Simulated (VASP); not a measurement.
These are PBEsol GGA, VASP's PBE PAW potentials (set 64) (plane waves; VASP) values and carry that method's errors.

VASP ran on this input.

### INCAR
```
EDIFF = 1E-6
LMAXMIX = 4
SYSTEM = GaN
LASPH = .True.
LWAVE = .False.
ISIF = 2   ! forces and stress, cell fixed
NELM = 100
ENCUT = 400
ISMEAR = -1
GGA = PS
ALGO = Normal   ! blocked Davidson
LCHARG = .False.
PREC = Accurate
LREAL = .False.
SIGMA = 0.05   ! width (eV)
```

**KPOINTS**
```
Automatic mesh
0
gamma
  10 10 5
```

**POSCAR**
```
GaN
1
    1.5950000000    -2.7626210000     0.0000000000
    1.5950000000     2.7626210000     0.0000000000
    0.0000000000     0.0000000000     5.1900000000
Ga N
2 2
Direct
  0.6666670000   0.3333330000   0.5000000000
  0.3333330000   0.6666670000   0.0000000000
  0.6666670000   0.3333330000   0.8770000000
  0.3333330000   0.6666670000   0.3770000000
```

POTCAR, in this order: Ga_d N (PBE.64 set). Program: vasp_std.

At this cut-off the stress carries a Pulay error, which pulls relaxed volumes low.

Task: What does the run give for the energy per atom (σ→0), pressure?

Result: 
```
Item                            Value
---------------------  --------------
energy per atom (σ→0)  -6.567 eV/atom
pressure                    -4.78 GPa
```

### OSZICAR
```
...
DAV:   8    -0.262897503668E+02    0.23113E-01   -0.27576E-01  3188   0.722E+00    0.919E-01
DAV:   9    -0.262673305902E+02    0.22420E-01   -0.10715E-01  3288   0.532E+00    0.311E-01
DAV:  10    -0.262680911137E+02   -0.76052E-03   -0.44402E-03  2210   0.719E-01    0.105E-01
DAV:  11    -0.262679284929E+02    0.16262E-03   -0.11955E-03  3036   0.649E-01    0.282E-02
DAV:  12    -0.262679408521E+02   -0.12359E-04   -0.13474E-04  1964   0.832E-02    0.187E-02
DAV:  13    -0.262679399583E+02    0.89385E-06   -0.14569E-05  2800   0.867E-02    0.659E-03
DAV:  14    -0.262679400286E+02   -0.70315E-07   -0.18765E-06  1624   0.284E-02
   1 F= -.26267940E+02 E0= -.26267940E+02  d E =-.160840E-09
```

The structure is a typed GaN crystal (P6_3mc). The cell was not relaxed at this level. The run is one of a series of settings (GGA = PS, POTCAR Ga_d N (PBE.64 set) against the base run), some of them coarse on purpose.
